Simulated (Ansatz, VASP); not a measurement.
# HgIr in two plane-wave programs, part 2 of 2

Wanted: the spread between two codes on one cell, functional and k mesh. The cell is invented: As first built, before any earlier steps moved the atoms (in the runner's words): it takes the ZnIr structure with some of its atoms replaced by other elements, volume scaled by an estimate. It may not be a known or stable phase. The cell is taken from a series of VASP runs on this material, whose earlier steps may have relaxed, scaled or displaced it; both programs get it as it stands.

VASP 6.6.1 and Ansatz 0.2.0.

So far, pressure fixed basis (GPa): step 4 (comparison) -1.51.

## 6. Ansatz: single point, revPBE with D3(BJ)

Level of this step: Ansatz beside VASP: Kohn-Sham DFT, plane waves, revPBE with D3(BJ) (Ansatz).

A single point gives forces, pressure and levels at one fixed geometry, so differences don't come from the geometry; what else differs is listed under the comparison.

The cell is taken from a series of VASP runs on this material, whose earlier steps may have relaxed, scaled or displaced it; both programs get it as it stands.

input.yaml

```yaml
crystal:
  lattice:
    - [2.8783549287, 0.0, 0.0]
    - [-1.4391774644, 2.4927290308, 0.0]
    - [0.0, 0.0, 4.6506731072]
  atoms:
    - { symbol: Hg, position: [0.66666667, 0.33333333, 0.5] }
    - { symbol: Ir, position: [0.0, 0.0, 0.0] }
hamiltonian:
  xc: revpbe
  pseudopotentials: { kind: paw }
  dispersion: d3bj
kpoints:
  mp_grid: { grid: [13, 13, 7] }
scf:
  occupations: { method: tetrahedron }
output:
  forces: true
  stress: true
```

On the command line:

```console
ansatz run input.yaml --threads 2 --pin off --max-ram 4608MiB --backend cpu --events-out ev --progress --plain --runs-dir out
```

Numbers of over 12 decimals in the logs are rounded to 6 here.

Log:

```text
Warning: output.forces, output.stress, relax.cell or npt_langevin: where a Kohn–Sham band that disperses or a degenerate level is filled in part under the method tetrahedron, the forces or the stress that this run publishes need not agree with its energy (scf.occupations.method in the input reference, under Limitations); prefer a smearing scheme for the forces or the stress
[...]
--- Band table (eV; the first three rows and the last of 84) ---
  k-point 0: bands = [... 15 lower, 19.5163, 19.5163, 20.3870, 21.6457, 21.6457, 25.3792, 35.3334, 37.3682]
  k-point 1: bands = [... 15 lower, 19.5485, 19.5485, 19.6870, 21.6438, 21.6438, 26.5774, 35.0268, 37.3778]
  k-point 2: bands = [... 15 lower, 18.8290, 19.6277, 19.6277, 21.6322, 21.6322, 29.0457, 34.6357, 36.5563]
  k-point 83: bands = [... 15 lower, 18.9668, 19.4696, 21.1957, 23.9406, 25.5784, 26.8136, 27.2204, 28.0265]
[key lines of the parts left out:]
SCF converged after 6 iterations
Free energy (F): -25769.894605 eV
Fermi energy:    21.772557 eV
P = ⅓ Tr σ = -1.7621 GPa (-17.621 kbar)
```

The job ended after 4.4 s (2 threads of Arm Neoverse N1, shared host; peak memory 0.35 GiB).

The run ends at a pressure of -1.76 GPa.

## 7. VASP: single point, revPBE with D3(BJ)

The same cell, functional, mesh and smearing now go to VASP, with its own data sets and cutoff.

INCAR

```
SYSTEM = HgIr
PREC = Accurate
ENCUT = 400
EDIFF = 1E-06
NELM = 100
ISMEAR = -5
SIGMA = 0.2
LREAL = .FALSE.
ALGO = Normal
GGA = RE
IVDW = 12
NBANDS = 22
LORBIT = 11
LWAVE = .FALSE.
LCHARG = .FALSE.
NEDOS = 2001
```

POSCAR

```
HgIr
1.0
    2.8783549287      0.0000000000      0.0000000000
   -1.4391774644      2.4927290308      0.0000000000
    0.0000000000      0.0000000000      4.6506731072
Hg Ir
1 1
Direct
    0.6666666700      0.3333333300      0.5000000000
    0.0000000000      0.0000000000      0.0000000000
```

KPOINTS

```
Automatic mesh
0
Gamma
13 13 7
0 0 0
```

PAW data sets: Hg and Ir (PBE family, release 64).

On the command line:

```console
mpirun -np 1 vasp_std
```

Log:

```text
[banner, memory and clock lines left out]
running    1 mpi-ranks, on    1 nodes
[...]
[... a notice as in an earlier step ...]

 LDA part: xc-table for (Slater+PW92), standard interpolation
 POSCAR, INCAR and KPOINTS ok, starting setup
[...]
entering main loop
       N       E                     dE             d eps       ncg     rms          rms(c)
DAV:   1     0.148333061892E+03    0.14833E+03   -0.83171E+03  3808   0.745E+02
DAV:   2    -0.366307996517E+01   -0.15200E+03   -0.14074E+03  4032   0.244E+02
DAV:   3    -0.740709278966E+01   -0.37440E+01   -0.37264E+01  4520   0.437E+01
DAV:   4    -0.743308569662E+01   -0.25993E-01   -0.25972E-01  4294   0.340E+00
[...]
DAV:  11    -0.688605288886E+01   -0.13296E-04   -0.23656E-05  4360   0.439E-02    0.104E-02
DAV:  12    -0.688605689627E+01   -0.40074E-05   -0.19502E-06  4262   0.113E-02    0.704E-03
DAV:  13    -0.688605673142E+01    0.16485E-06   -0.18338E-07  2190   0.439E-03
   1 F= -.92425145E+01 E0= -.92425145E+01  d E =0.000000E+00
|                                                                             |
|           W    W    AA    RRRRR   N    N  II  N    N   GGGG   !!!           |
|           W    W   A  A   R    R  NN   N  II  NN   N  G    G  !!!           |
|           W    W  A    A  R    R  N N  N  II  N N  N  G       !!!           |
|           W WW W  AAAAAA  RRRRR   N  N N  II  N  N N  G  GGG   !            |
|           WW  WW  A    A  R   R   N   NN  II  N   NN  G    G                |
|           W    W  A    A  R    R  N    N  II  N    N   GGGG   !!!           |
|                                                                             |
|     Tetrahedron method does not include variations of the Fermi             |
|     occupations, so forces and stress will be inaccurate. We suggest        |
|     using a different smearing scheme ISMEAR = 1 or 2 for metals in         |
|     relaxations.                                                            |
|                                                                             |
```

From OUTCAR (step 7):

```text
 Edisp (eV)   -2.35646

  Total       0.02653     0.02653    -0.23859    -0.00000    -0.00000     0.00000
  in kB       1.27406     1.27406   -11.45572    -0.00000    -0.00000     0.00000
  external pressure =       -2.97 kB  Pullay stress =        0.00 kB

 POSITION                                       TOTAL-FORCE (eV/Angst)
 -----------------------------------------------------------------------------------
      1.43918      0.83091      2.32534        -0.000000      0.000000      0.000000
      0.00000      0.00000      0.00000         0.000000     -0.000000      0.000000
 -----------------------------------------------------------------------------------
    total drift:                               -0.000003      0.000003      0.000000

  FREE ENERGIE OF THE ION-ELECTRON SYSTEM (eV)
  ---------------------------------------------------
  free  energy   TOTEN  =        -9.2425144751 eV

  energy  without entropy=       -9.2425144751  energy(sigma->0) =       -9.24251448

[... 1 part as in an earlier step ...]

[... 2 further parts left out ...]
[key lines of the parts left out:]
E-fermi :   6.6619
```

The run ends at a pressure of -0.30 GPa.

## 8. Side by side

Both answers:

| quantity | Ansatz | VASP | difference |
| --- | --- | --- | --- |
| pressure (GPa) | -1.76 | -0.30 | -1.47 |
| pressure without Ansatz's Pulay correction (GPa) | -1.83 | -0.30 | -1.54 |

Ansatz's pressure holds a Pulay correction of 0.07 GPa; VASP's holds none.

## 9. Further runs

Further runs change the set-up of one program: Ansatz's method, potentials or start, or VASP's data sets, cutoff or form of LDA. The table gives Ansatz less VASP for each quantity, since a change that brings one quantity closer may part another.

| run | pressure (GPa) |
| --- | --- |
| as above | -1.5 |
| Ansatz's larger PAW set (cutoff 1000 eV) | -1.4 |
| norm-conserving potentials (cutoff 925 eV) | -1.4 |

## 10. VASP: band structure, revPBE with D3(BJ), spin-orbit coupling

A single point gives forces, pressure and levels at one fixed geometry, so differences don't come from the geometry; what else differs is listed under the comparison.

INCAR

```
SYSTEM = HgIr
PREC = Accurate
ENCUT = 400
EDIFF = 1E-06
NELM = 100
ISMEAR = 1
SIGMA = 0.2
LREAL = .FALSE.
ALGO = Normal
GGA = RE
IVDW = 12
LNONCOLLINEAR = .TRUE.
MAGMOM = 0 0 0 0 0 0
NBANDS = 32
GGA_COMPAT = .FALSE.
LASPH = .TRUE.
LSORBIT = .TRUE.
LMAXMIX = 4
LORBIT = 11
LWAVE = .FALSE.
LCHARG = .FALSE.
```

POSCAR is that of step 7.

KPOINTS

```
Automatic mesh
0
Gamma
7 7 4
0 0 0
```

KPOINTS_OPT

```
Line mode
16
Line-mode
Reciprocal
  0.00000000   0.00000000   0.00000000 GAMMA
  0.50000000   0.00000000   0.00000000 M

  0.50000000   0.00000000   0.00000000 M
  0.33333333   0.33333333   0.00000000 K

  0.33333333   0.33333333   0.00000000 K
  0.00000000   0.00000000   0.00000000 GAMMA

  0.00000000   0.00000000   0.00000000 GAMMA
  0.00000000   0.00000000   0.50000000 A

  0.00000000   0.00000000   0.50000000 A
  0.50000000   0.00000000   0.50000000 L

  0.50000000   0.00000000   0.50000000 L
  0.33333333   0.33333333   0.50000000 H

  0.33333333   0.33333333   0.50000000 H
  0.00000000   0.00000000   0.50000000 A

  0.50000000   0.00000000   0.50000000 L
  0.50000000   0.00000000   0.00000000 M

  0.33333333   0.33333333   0.00000000 K
  0.33333333   0.33333333   0.50000000 H
```

On the command line:

```console
mpirun -np 1 vasp_ncl
```

Log:

```text
[... set-up lines as in an earlier step ...]
 entering main loop
       N       E                     dE             d eps       ncg     rms          rms(c)
DAV:   1     0.172004729849E+03    0.17200E+03   -0.85945E+03  2328   0.107E+03
DAV:   2    -0.273560601430E+01   -0.17474E+03   -0.16367E+03  2328   0.343E+02
DAV:   3    -0.812751512235E+01   -0.53919E+01   -0.53064E+01  2824   0.700E+01
DAV:   4    -0.818558522797E+01   -0.58070E-01   -0.58042E-01  2560   0.694E+00
[...]
DAV:  11    -0.766461062510E+01   -0.77630E-05   -0.15050E-04  2704   0.138E-01    0.382E-02
DAV:  12    -0.766461320479E+01   -0.25797E-05   -0.53267E-06  2632   0.254E-02    0.103E-02
DAV:  13    -0.766461419145E+01   -0.98666E-06   -0.84556E-07  1888   0.960E-03
   1 F= -.10021072E+02 E0= -.10021430E+02  d E =0.107527E-02  mag=    -0.0000     0.0000     0.0000
 Start KPOINTS_OPT (optional k-point list driver)
k-point batch [1-36\144]
       N       E                     dE             ncg
DAV:   1     0.754495831643E+04   -0.13878E+05     2304
DAV:   2     0.136990031649E+04   -0.61751E+04     2304
DAV:   3     0.117221068593E+04   -0.19769E+03     2904
DAV:   4     0.116991582739E+04   -0.22949E+01     2496
DAV:   5     0.116986364706E+04   -0.52180E-01     2736
DAV:   6     0.116986175488E+04   -0.18922E-02     2664
DAV:   7     0.116986167656E+04   -0.78320E-04     2784
DAV:   8     0.116986167337E+04   -0.31991E-05     2112
DAV:   9     0.116986167309E+04   -0.27798E-06     1648
[...]
k-point batch [109-144\144]
       N       E                     dE             ncg
DAV:   1     0.754407297311E+04   -0.19360E+05     2328
DAV:   2     0.148272852570E+04   -0.60613E+04     2344
DAV:   3     0.128620471069E+04   -0.19652E+03     2744
DAV:   4     0.128395869024E+04   -0.22460E+01     2456
DAV:   5     0.128390541478E+04   -0.53275E-01     2664
DAV:   6     0.128390343454E+04   -0.19802E-02     2608
DAV:   7     0.128390335319E+04   -0.81351E-04     2688
DAV:   8     0.128390334992E+04   -0.32723E-05     1968
DAV:   9     0.128390334960E+04   -0.31482E-06     1600
```

Parts of OUTCAR (step 10):

```text
 Edisp (eV)   -2.35646

  Total      -0.08927    -0.08927     0.01327     0.00000     0.00000     0.00000
  in kB      -4.28620    -4.28620     0.63695     0.00000     0.00000     0.00000
  external pressure =       -2.65 kB  Pullay stress =        0.00 kB

 POSITION                                       TOTAL-FORCE (eV/Angst)
 -----------------------------------------------------------------------------------
      1.43918      0.83091      2.32534         0.000000      0.000000      0.000000
      0.00000      0.00000      0.00000        -0.000000     -0.000000      0.000000
 -----------------------------------------------------------------------------------
    total drift:                               -0.000003      0.000003     -0.000000

  FREE ENERGIE OF THE ION-ELECTRON SYSTEM (eV)
  ---------------------------------------------------
  free  energy   TOTEN  =       -10.0210719351 eV

  energy  without entropy=      -10.0221472028  energy(sigma->0) =      -10.02143036

 magnetization (x)
# of ion       s       p       d       tot
------------------------------------------
    1        0.000  -0.000   0.000  -0.000
    2        0.000  -0.000   0.000   0.000
--------------------------------------------------
tot          0.000  -0.000   0.000   0.000

 magnetization (y)
# of ion       s       p       d       tot
------------------------------------------
    1        0.000   0.000   0.000   0.000
    2       -0.000   0.000   0.000   0.000
--------------------------------------------------
tot          0.000   0.000   0.000   0.000

 magnetization (z)
# of ion       s       p       d       tot
------------------------------------------
    1        0.000  -0.000  -0.000  -0.000
    2        0.000  -0.000   0.000   0.000
--------------------------------------------------
tot          0.000  -0.000   0.000   0.000

[... 1 part as in an earlier step ...]

[... 2 further parts left out ...]
[key lines of the parts left out:]
E-fermi :   6.6490
```

The run ends at a pressure of -0.26 GPa.

## 11. Ansatz: band structure, revPBE with D3(BJ), spin-orbit coupling

The same cell, functional, mesh and smearing now go to Ansatz, which takes its cutoff from its data sets.

The cell is taken from a series of VASP runs on this material, whose earlier steps may have relaxed, scaled or displaced it; both programs get it as it stands.

input.yaml

```yaml
crystal:
  lattice:
    - [2.8783549287, 0.0, 0.0]
    - [-1.4391774644, 2.4927290308, 0.0]
    - [0.0, 0.0, 4.6506731072]
  atoms:
    - { symbol: Hg, position: [0.66666667, 0.33333333, 0.5] }
    - { symbol: Ir, position: [0.0, 0.0, 0.0] }
hamiltonian:
  xc: revpbe
  pseudopotentials: { kind: paw_fr }
  dispersion: d3bj
magnetization:
  noncollinear: true
  spin_orbit: true
kpoints:
  mp_grid: { grid: [7, 7, 4] }
  band_path:
    path:
      - [0.0, 0.0, 0.0]
      - [0.13333, 0.0, 0.0]
      - [0.3, 0.0, 0.0]
      - [0.46667, 0.0, 0.0]
      - [0.46667, 0.06667, 0.0]
      - [0.41111, 0.17778, 0.0]
      - [0.35556, 0.28889, 0.0]
      - [0.28889, 0.28889, 0.0]
      - [0.17778, 0.17778, 0.0]
      - [0.06667, 0.06667, 0.0]
      - [0.0, 0.0, 0.03333]
      - [0.0, 0.0, 0.2]
      - [0.0, 0.0, 0.36667]
      - [0.0, 0.0, 0.5]
      - [0.16667, 0.0, 0.5]
      - [0.3, 0.0, 0.5]
      - [0.46667, 0.0, 0.5]
      - [0.46667, 0.06667, 0.5]
      - [0.41111, 0.17778, 0.5]
      - [0.35556, 0.28889, 0.5]
      - [0.28889, 0.28889, 0.5]
      - [0.17778, 0.17778, 0.5]
      - [0.06667, 0.06667, 0.5]
      - [0.5, 0.0, 0.46667]
      - [0.5, 0.0, 0.3]
      - [0.5, 0.0, 0.13333]
      - [0.33333, 0.33333, 0.0]
      - [0.33333, 0.33333, 0.16667]
      - [0.33333, 0.33333, 0.33333]
      - [0.33333, 0.33333, 0.5]
    npoints: 1
scf:
  occupations: { method: methfessel_paxton, width: 0.2 }
  n_extra_bands: 14
output:
  forces: true
  stress: true
  eigenvalues: true
```

On the command line:

```console
ansatz run input.yaml --threads 2 --pin off --max-ram 4608MiB --backend cpu --events-out ev --progress --plain --runs-dir out
```

Log:

```text
[...]
non-collinear run that drives no moment, with spin-orbit: no starting moment large enough to seed its density (crystal.atoms[].spin), no starting occupations that ask for one, no magnetisation constraint and no magnetic field, so the semilocal B_xc is pinned to zero
Crystal: 2 atoms, lattice volume = 33.368 Å³
[...]
k-point 1: bands = [... 33 lower, 19.1530, 20.0855, 20.0855, 21.4184, 21.4184, 21.9350, 21.9876, 28.3177, ... 10 higher]
  k-point 2: bands = [... 33 lower, 19.2149, 20.1864, 20.1864, 21.4180, 21.4180, 21.9298, 21.9298, 32.4464, ... 10 higher]
  k-point 23: bands = [... 33 lower, 19.6407, 21.1952, 21.3014, 22.9840, 23.1841, 25.7556, 25.7973, 26.3846, ... 10 higher]
[key lines of the parts left out:]
SCF converged after 8 iterations
Magnetization: |M| = 0.0000 μB,  M = (+0.0000, +0.0000, +0.0000) μB
Free energy (F): -25842.434911 eV
Fermi energy:    21.782018 eV
P = ⅓ Tr σ = -2.1933 GPa (-21.933 kbar)
```

Wall time 15 s (2 threads); peak memory 0.45 GiB; 30 s of CPU time.

## 12. Comparison

What differs besides the data sets and the points named for the pairs above, as far as they apply: spin-orbit coupling enters by fully relativistic files in Ansatz and inside the spheres in VASP; the data sets hold 37 valence electrons in Ansatz (fully relativistic PAW (standard-fr) files) and 21 in VASP. Total energies have different zeros and are not compared.

Compared:

| quantity | Ansatz | VASP | difference |
| --- | --- | --- | --- |
| pressure (GPa) | -2.19 | -0.26 | -1.93 |
| pressure without Ansatz's Pulay correction (GPa) | -2.27 | -0.26 | -2.00 |

Levels from 3 eV below to 2 eV above the Fermi level differ by 15 meV r.m.s. and 50 meV at most; each VASP level is matched to the nearest of Ansatz, which flatters the figure a little. Ansatz's pressure holds a Pulay correction of 0.07 GPa; VASP's holds none.

## 13. Further runs

Further runs change the set-up of one program: Ansatz's method, potentials or start, or VASP's data sets, cutoff or form of LDA. The table gives Ansatz less VASP for each quantity, since a change that brings one quantity closer may part another.

| run | pressure (GPa) |
| --- | --- |
| as above | -1.9 |
| Ansatz's larger PAW set (cutoff 1000 eV) | -2.0 |
| norm-conserving potentials (cutoff 925 eV) | -2.1 |

## 14. Outcome

```
difference in pressure (band structure, revPBE with D3(BJ))                      : -1.5 GPa
difference in pressure (single point, revPBE with D3(BJ))                        : -1.5 GPa
difference in pressure (band structure, revPBE with D3(BJ), spin-orbit coupling) : -1.9 GPa
```

The difference in pressure is -1.9 GPa (band structure, revPBE with D3(BJ), spin-orbit coupling), beyond the 1 GPa picked in this series as the mark of a large difference. For band structure, revPBE with D3(BJ), no further run moves any of the tabulated differences by more than a quarter of its size. For single point, revPBE with D3(BJ), no further run moves any of the tabulated differences by more than a quarter of its size. For band structure, revPBE with D3(BJ), spin-orbit coupling, no further run moves any of the tabulated differences by more than a quarter of its size. How closely two codes agree says nothing of how well the functional describes the real material.

[Lines on the potential files, build, host, timing and source positions are cut from VASP's logs without a mark.]

[Logs are printed without paths, hosts, clocks, repeated set-up lines and the standing remarks that a program may print on its own settings, such as how far it seeks lower states.]

[Hosts, paths, dates, database ids (printed as entryN), source tags and the programs' standing remarks are cut or masked in the printed files.]
